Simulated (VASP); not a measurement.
```
CELL_PARAMETERS angstrom
      4.89603     0.00000     0.00000
      0.00000     4.89603     0.00000
      0.00000     0.00000     4.89603
ATOMIC_POSITIONS crystal
  Ag 0.75000 0.25000 0.75000
  Ag 0.25000 0.75000 0.75000
  Ag 0.75000 0.75000 0.25000
  Ag 0.25000 0.25000 0.25000
  O  0.00000 0.00000 0.00000
  O  0.50000 0.50000 0.50000
```

Computed with RPBE GGA, VASP's PBE PAW potentials (set 64) (plane waves; VASP 6.6.1). Numerical set-up: 520 eV cut-off, 6×6×6 Γ-centred mesh, first-order Methfessel-Paxton smearing of 0.10 eV, potentials Ag O.

Question: Predict the energy per atom (σ→0), band gap (on the k-mesh) with the smallest direct gap where there is one.

Answer: 
```json
{
 "band gap (on the k-mesh)": "none (metal, semimetal or under 0.01 eV)",
 "energy per atom (σ→0)": "-3.164 eV/atom"
}
```

Total energies compare only between runs with the same potentials, cut-off and functional.

The compound is Ag2O in the cuprite structure. It was relaxed first, which changed the volume by +11 %. The start is the result of an earlier pass.
